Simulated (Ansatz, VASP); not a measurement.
Two plane-wave programs on YMn2Sn2

File INCAR:

```
PREC = Accurate
ENCUT = 520
EDIFF = 1E-6
ISMEAR = -1
SIGMA = 0.1
LREAL = F
LASPH = T
NELM = 100
ALGO = Normal
ISIF = 2
LWAVE = F
LCHARG = F
GGA = PE
NBANDS = 40
```

Contents of KPOINTS:

```
regular mesh
0
Gamma
  5 5 5
```

File POSCAR:

```
YMn2Sn2
1.0
    0.0000000000      4.2424390000      0.0000000000
    4.2424390000      0.0000000000      0.0000000000
    2.1212190000      2.1212190000     -5.5658260000
Y Mn Sn
1 2 2
Direct
    0.0000000000      0.0000000000      0.0000000000
    0.7500000000      0.2500000000      0.5000000000
    0.2500000000      0.7500000000      0.5000000000
    0.3799000000      0.3799000000      0.2402000000
    0.6201000000      0.6201000000      0.7598000000
```

Input for Ansatz:

```yaml
crystal:
  lattice:
    - [0.0, 4.242439, 0.0]
    - [4.242439, 0.0, 0.0]
    - [2.121219, 2.121219, -5.565826]
  atoms:
    - { symbol: "Y", position: [0.0, 0.0, 0.0] }
    - { symbol: Mn, position: [0.75, 0.25, 0.5] }
    - { symbol: Mn, position: [0.25, 0.75, 0.5] }
    - { symbol: Sn, position: [0.3799, 0.3799, 0.2402] }
    - { symbol: Sn, position: [0.6201, 0.6201, 0.7598] }
  symmetry: { tolerance: 0.0003 }
kpoints:
  mp_grid: { grid: [5, 5, 5], shift: [0, 0, 0] }
magnetization:
  spin_polarized: false
scf:
  occupations: { method: fermi_dirac }
hamiltonian:
  pseudopotentials: { kind: paw }
  xc: pbe
basis:
  ecutwfc: 420
output:
  forces: true
  stress: true
  eigenvalues: true
  write_density: true
  write_potential: true
  elf: true
  volumetric_format: npy
```

The cell was built by a generator and needn't be a form met in nature.

Alike in both runs: task single point; functional PBE; k mesh 5 × 5 × 5; no spin polarisation.

```csv
,VASP,Ansatz
version,VASP 6.6.1,Ansatz 0.2.0
potentials or method,"VASP PAW PBE potentials, release 64 (Y_sv, Mn_pv, Sn_d)",PAW plane waves
plane-wave cutoff (eV),520,420
occupations,"fermi-dirac, width 0.1 eV",fermi-dirac
valence electrons in the cell,65,69
```

```csv
,VASP,Ansatz,Ansatz less VASP
gap on the k mesh at the Fermi level (eV),none,none,-
pressure (GPa),0.0,0.0,-0.04
largest component of the traceless stress (GPa),4.21,4.23,+0.018
rms of the force components (eV/Å),0.495,0.493,-0.0028
```

Atom by atom the forces differ by 0.003 eV/Å (rms over components). A gap of «none» marks a metal or a gap that the smearing closes. The two sets of potentials don't hold the same shells in valence.

Caveats: forces of over 1 eV/Å show positions far from the minimum, so gaps and moduli don't describe the material at rest. Spin polarisation is off, so any magnetic state and its effect on volume and gap are missing.
